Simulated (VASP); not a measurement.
An input for Ansatz (written as the equivalent of a VASP run, and not itself run):

Ansatz 0.2 input:
```yaml
crystal:
  lattice:
    - [0.0000000, 2.7997942, 2.7997942]
    - [2.7997942, 0.0000000, 2.7997942]
    - [2.7997942, 2.7997942, 0.0000000]
  atoms:
    - { symbol: Ca, position: [0.0000000, 0.0000000, 0.0000000] }
kpoints:
  mp_grid: { grid: [13, 13, 13] }
hamiltonian:
  xc: revpbe
  pseudopotentials: { kind: paw }
scf:
  occupations: { method: tetrahedron }
  max_iter: 100
output: { forces: true, stress: true, eigenvalues: true }
```

### Question
Translate this input to VASP (INCAR, KPOINTS, POSCAR, choice of POTCAR).

### Answer
This is not unique; one that fits is 
### INCAR
```
SYSTEM = Ca
PREC = Accurate
ENCUT = 520
EDIFF = 1E-7
NELM = 100
ALGO = Normal
LREAL = .FALSE.
LASPH = .TRUE.
ISMEAR = -5
GGA = RE
LWAVE = .FALSE.
LCHARG = .TRUE.
LORBIT = 11
NEDOS = 601
ISIF = 2
```

### KPOINTS
```
kpoints
0
G
 13 13 13
```

### POSCAR
```
Ca
1
   -0.0000000000     2.7997941692     2.7997941692
    2.7997941692     0.0000000000     2.7997941692
    2.7997941692     2.7997941692    -0.0000000000
Ca
1
Direct
  0.0000000000   0.0000000000   0.0000000000
```

POTCAR, in this order: Ca_sv (PBE.64 set). Program: vasp_std.

The two are equivalent in intent, not identical: each code has its own PAW files, so the cut-off isn't converted (ENCUT is set for VASP's; basis.ecutwfc is left out, and Ansatz then takes the one that its files recommend); Ansatz stops its SCF on the density residual and VASP on the energy change (EDIFF).

The compound is Ca in the fcc structure. It was relaxed first.
